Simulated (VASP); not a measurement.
# Shielding tensors and field gradients of AcCl3

Aim: NMR shielding tensors and field gradients of AcCl3. The cell has space group P6_3/m. The start is a cell from a database of measured crystal structures.

Method: LDA; plane waves and PAW (Ac, Cl), in the first sound run; inputs show where later runs differ, in VASP 6.6.1.

The database entry behind the starting cell is an old determination (1948), so it need not match the best structure at ambient conditions.

## Step 1: Starting point

It takes space group P6_3/m (No. 176, hexagonal). Conventional cell: a = 7.630 Å, b = 7.630 Å, c = 4.560 Å, α = 90.00°, β = 90.00°, γ = 120.00°. Nearest to Ac lie 9 Cl at 3.03 to 3.09 Å. Nearest to Cl lie 3 Ac at 3.03 to 3.09 Å. Farther neighbours and most contacts between anions are not listed.

As a file:

```
Ac Cl
1.0
     7.63000    0.00000    0.00000
    -3.81500    6.60777    0.00000
     0.00000    0.00000    4.56000
Ac Cl
2 6
Cartesian
  3.8150 2.2026 3.4200
  0.0000 4.4052 1.1400
  -1.2704 6.0593 3.4200
  4.6123 4.1299 1.1400
  2.0677 4.6783 3.4200
  5.0854 0.5484 1.1400
  -0.7973 2.4779 3.4200
  1.7473 1.9295 1.1400
```

## Step 2: Ground state

The next steps need an insulator, so the gap is checked first.

INCAR

```
SYSTEM = AcCl3
PREC = Accurate
ENCUT = 400
EDIFF = 1E-07
NELM = 100
ISMEAR = 0
SIGMA = 0.01
LREAL = .FALSE.
ALGO = Normal
GGA = CA
NBANDS = 40
LASPH = .TRUE.
LORBIT = 11
LWAVE = .FALSE.
LCHARG = .FALSE.
KPAR = 4
NCORE = 2
```

POSCAR

```
AcCl3
1.0
    7.6300000000      0.0000000000      0.0000000000
   -3.8150000000      6.6077738309      0.0000000000
    0.0000000000      0.0000000000      4.5600000000
Ac Cl
2 6
Direct
    0.6666666667      0.3333333333      0.7500000000
    0.3333333333      0.6666666667      0.2500000000
    0.2919999999      0.9170000000      0.7500000000
    0.9170000000      0.6250000001      0.2500000000
    0.6250000001      0.7080000001      0.7500000000
    0.7080000001      0.0830000000      0.2500000000
    0.0830000000      0.3749999999      0.7500000000
    0.3749999999      0.2919999999      0.2500000000
```

KPOINTS

```
Automatic mesh
0
Gamma
3 3 4
0 0 0
```

The projector-augmented-wave data sets are Ac and Cl (PBE family, release 64).

The run is started by

```bash
mpirun -np 8 vasp_std
```

Output:

```text
[banner, memory and clock lines left out]
running    8 mpi-ranks, on    1 nodes
 distrk:  each k-point on    2 cores,    4 groups
 distr:  one band on    2 cores,    1 groups

 POSCAR found type information on POSCAR AcCl
 POSCAR found :  2 types and       8 ions
|                                                                             |
|               ----> ADVICE to this user running VASP <----                  |
|                                                                             |
|     You enforced a specific xc type in the INCAR file but a different       |
|     [... a line on the potential file left out ...]
|     I HOPE YOU KNOW WHAT YOU ARE DOING!                                     |
|                                                                             |

 LDA part: xc-table for (Slater(with rela. corr.)+CA(PZ))
 , standard interpolation
 POSCAR, INCAR and KPOINTS ok, starting setup
 FFT: planning ... GRIDC
 FFT: planning ... GRID_SOFT
 FFT: planning ... GRID
 WAVECAR not read
 entering main loop
       N       E                     dE             d eps       ncg     rms          rms(c)
DAV:   1     0.660208026913E+03    0.66021E+03   -0.22078E+04   720   0.116E+03
DAV:   2     0.488741848735E+02   -0.61133E+03   -0.60123E+03  1000   0.336E+02
DAV:   3    -0.396474467466E+02   -0.88522E+02   -0.87206E+02  1104   0.128E+02
DAV:   4    -0.436719096233E+02   -0.40245E+01   -0.40046E+01  1056   0.330E+01
DAV:   5    -0.439277513401E+02   -0.25584E+00   -0.25559E+00  1320   0.656E+00    0.188E+01
DAV:   6    -0.431851516425E+02    0.74260E+00   -0.18071E+00   872   0.534E+00    0.126E+01
DAV:   7    -0.431912439539E+02   -0.60923E-02   -0.16082E+00  1184   0.525E+00    0.231E+00
DAV:   8    -0.431492484056E+02    0.41996E-01   -0.44298E-01   920   0.308E+00    0.670E-01
DAV:   9    -0.431506741081E+02   -0.14257E-02   -0.49246E-02   928   0.112E+00    0.180E-01
DAV:  10    -0.431509440717E+02   -0.26996E-03   -0.34241E-03  1336   0.280E-01    0.105E-01
DAV:  11    -0.431509576669E+02   -0.13595E-04   -0.26279E-04  1040   0.692E-02    0.177E-02
DAV:  12    -0.431509547145E+02    0.29524E-05   -0.19554E-05   984   0.279E-02    0.118E-02
DAV:  13    -0.431509558206E+02   -0.11061E-05   -0.20192E-05  1152   0.203E-02    0.406E-03
DAV:  14    -0.431509555883E+02    0.23229E-06   -0.28629E-06  1008   0.812E-03    0.214E-03
DAV:  15    -0.431509554755E+02    0.11275E-06   -0.67878E-07   968   0.385E-03    0.109E-03
DAV:  16    -0.431509554773E+02   -0.17726E-08   -0.18671E-07   648   0.219E-03
   1 F= -.43150955E+02 E0= -.43150955E+02  d E =-.864894E-15
```

It took 9 s on 8 MPI ranks of AMD EPYC 9R45, shared host; peak memory 1.3 GiB; 60 s of CPU time.

Lines that name or quote the potential files are left out of all logs, and their timing lines are given in words.

Parts of OUTCAR (step 2):

```text
ion  position               nearest neighbor table
   1  0.667  0.333  0.750-   7 3.03   3 3.03   5 3.03   6 3.09   6 3.09   4 3.09   4 3.09   8 3.09
                             8 3.09
   2  0.333  0.667  0.250-   4 3.03   6 3.03   8 3.03   3 3.09   3 3.09   7 3.09   7 3.09   5 3.09
                             5 3.09
   3  0.292  0.917  0.750-   1 3.03   2 3.09   2 3.09
   4  0.917  0.625  0.250-   2 3.03   1 3.09   1 3.09
   5  0.625  0.708  0.750-   1 3.03   2 3.09   2 3.09
   6  0.708  0.083  0.250-   2 3.03   1 3.09   1 3.09
   7  0.083  0.375  0.750-   1 3.03   2 3.09   2 3.09
   8  0.375  0.292  0.250-   2 3.03   1 3.09   1 3.09

  LATTYP: Found a hexagonal cell.
 ALAT       =     7.6300000000
 C/A-ratio  =     0.5976408912

 Subroutine GETGRP returns: Found 12 space group operations
 (whereof  6 operations were pure point group operations)

The static configuration has the point symmetry S_6 .
 The point group associated with its full space group is C_6h.

 Found      9 irreducible k-points:

   k-points           NKPTS =      9   k-points in BZ     NKDIM =      9   number of bands    NBANDS=     40

   dimension x,y,z NGX =    50 NGY =   50 NGZ =   30
   dimension x,y,z NGXF=   100 NGYF=  100 NGZF=   60

   ENCUT  =  400.0 eV  29.40 Ry    5.42 a.u.  12.44 12.44  7.44*2*pi/ulx,y,z

   NELECT =      64.0000    total number of electrons

 k-points in reciprocal lattice and weights: Automatic mesh
   0.00000000  0.00000000  0.00000000       0.028
   0.33333333 -0.00000000  0.00000000       0.167
   0.33333333  0.33333333  0.00000000       0.056
   0.00000000  0.00000000  0.25000000       0.056
   0.33333333 -0.00000000  0.25000000       0.333
   0.33333333  0.33333333  0.25000000       0.111
   0.00000000  0.00000000  0.50000000       0.028
   0.33333333 -0.00000000  0.50000000       0.167
   0.33333333  0.33333333  0.50000000       0.056

 average (electrostatic) potential at core
       1 -73.7722       2 -73.7722       3 -92.1360       4 -92.1360       5 -92.1360
       6 -92.1360       7 -92.1360       8 -92.1360

 E-fermi :   1.2451

 k-point     1 :       0.0000    0.0000    0.0000
  band No.  band energies     occupation
    ...
     28       0.4631      2.00000
     29       0.6546      2.00000
     30       1.1595      2.00000
     31       1.1595      2.00000
     32       1.1942      2.00000
     33       5.8510      0.00000
     34       6.7020      0.00000
     35       6.7020      0.00000
     36       6.7042      0.00000
     37       6.9990      0.00000
    ...

 k-point     2 :       0.3333   -0.0000    0.0000
  band No.  band energies     occupation
    ...
     28       0.5457      2.00000
     29       0.6559      2.00000
     30       0.8796      2.00000
     31       0.9365      2.00000
     32       1.1368      2.00000
     33       6.2496      0.00000
     34       6.4858      0.00000
     35       6.7714      0.00000
     36       6.9087      0.00000
     37       7.0503      0.00000
    ...

 k-point     3 :       0.3333    0.3333    0.0000
  band No.  band energies     occupation
    ...
     28       0.5892      2.00000
     29       0.5892      2.00000
     30       0.9371      2.00000
     31       0.9833      2.00000
     32       0.9833      2.00000
     33       6.5774      0.00000
     34       6.5774      0.00000
     35       6.6628      0.00000
     36       6.7123      0.00000
     37       7.1020      0.00000
    ...

  Total       -6.0483156     -6.0483156     -6.2244339      0.0000000      0.0000000      0.0000000
  in kB      -42.1502812    -42.1502812    -43.3776373      0.0000001      0.0000000      0.0000000
  external PRESSURE =     -42.5593999 kB  Pullay stress =       0.0000000 kB

  energy-cutoff  :      400.00
  volume of cell :      229.90
      direct lattice vectors                 reciprocal lattice vectors
     7.630000000  0.000000000  0.000000000     0.131061599  0.075668449  0.000000000
    -3.815000000  6.607773831  0.000000000     0.000000000  0.151336899  0.000000000
     0.000000000  0.000000000  4.560000000     0.000000000  0.000000000  0.219298246

 POSITION                                       TOTAL-FORCE (eV/Angst)
 -----------------------------------------------------------------------------------
      3.81500      2.20259      3.42000        -0.000000      0.000000     -0.000000
     -0.00000      4.40518      1.14000        -0.000000      0.000000     -0.000000
     -1.27040      6.05933      3.42000         0.504921     -0.141102      0.000000
      4.61233      4.12986      1.14000         0.130263     -0.507826     -0.000000
      2.06773      4.67830      3.42000        -0.374659     -0.366724     -0.000000
      5.08540      0.54845      1.14000        -0.504921      0.141102      0.000000
     -0.79733      2.47792      3.42000        -0.130263      0.507826      0.000000
      1.74727      1.92947      1.14000         0.374659      0.366724     -0.000000
 -----------------------------------------------------------------------------------
    total drift:                               -0.000001      0.000000     -0.000000

  FREE ENERGIE OF THE ION-ELECTRON SYSTEM (eV)
  ---------------------------------------------------
  free  energy   TOTEN  =       -43.1509554773 eV

  energy  without entropy=      -43.1509554773  energy(sigma->0) =      -43.15095548

 total charge
# of ion       s       p       d       f       tot
--------------------------------------------------
    1        2.036   5.673   0.384   0.112   8.205
    2        2.036   5.673   0.384   0.112   8.205
    3        1.581   3.490   0.000   0.000   5.071
    4        1.581   3.490   0.000   0.000   5.071
    5        1.581   3.490   0.000   0.000   5.071
    6        1.581   3.490   0.000   0.000   5.071
    7        1.581   3.490   0.000   0.000   5.071
    8        1.581   3.490   0.000   0.000   5.071
--------------------------------------------------
tot         13.559  32.284   0.768   0.224  46.835

[... 3 further parts left out ...]
```

The gap is read on the k-mesh alone, so it is an upper bound where the band edges lie off the mesh. The PAW data sets were made with PBE, a small mismatch for LDA.

A gap read on the k-mesh alone can miss the band edges.

This step gave:

```
free energy (TOTEN)            : -43.15 eV
Fermi energy                   : 1.245 eV
pressure                       : -4.256 GPa
gap on the k-mesh              : 4.657 eV
least direct gap on the k-mesh : 4.657 eV
```

The cell has a gap of 4.66 eV on this mesh and a pressure of -4.3 GPa, which holds the misfit of the given cell and coordinates with this functional, and any error of cutoff, mesh and data sets. Spin-orbit coupling is left out, which can shift or reorder these edges. Forces of up to 0.52 eV/Å remain in these settings, with PBE data sets under LDA.

(Part 1 of 3 ends here.)

[Lines on the potential files, build, host, timing and source positions are cut from VASP's logs without a mark.]

[Logs are printed without paths, hosts, clocks, repeated set-up lines and the standing remarks that a program may print on its own settings, such as how far it seeks lower states.]

[Hosts, paths, dates, database ids (printed as entryN), source tags and the programs' standing remarks are cut or masked in the printed files.]
